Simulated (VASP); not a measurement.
Here is the system:

```
CELL_PARAMETERS angstrom
      0.00000     2.47898     2.47898
      2.47898     0.00000     2.47898
      2.47898     2.47898     0.00000
ATOMIC_POSITIONS crystal
  Ti 0.25000 0.25000 0.25000
  B  0.00000 0.00000 0.00000
```

The numbers are results of r2SCAN meta-GGA, VASP's PBE PAW potentials (set 64) (plane waves; VASP), not measurements. Run with 520 eV cut-off, 14×14×14 Γ-centred mesh, tetrahedra with Blöchl corrections, potentials Ti_sv B.

**Question.** Predict the energy per atom (σ→0), band gap (over mesh and band path) with the smallest direct gap where there is one.

**Answer.** 
| Item | Result |
|---|---|
| band gap (over mesh and band path) | none (metal, semimetal or under 0.01 eV) |
| energy per atom (σ→0) | -9.459 eV/atom |

Only differences to runs with the same potentials and settings are physical.

The structure comes from a measured TiB entry (F-43m) of the Crystallography Open Database, whose conditions weren't checked. It was relaxed first, which changed the volume by +64 %. The electron count is odd and the run is not spin-polarised, which forces a metal.
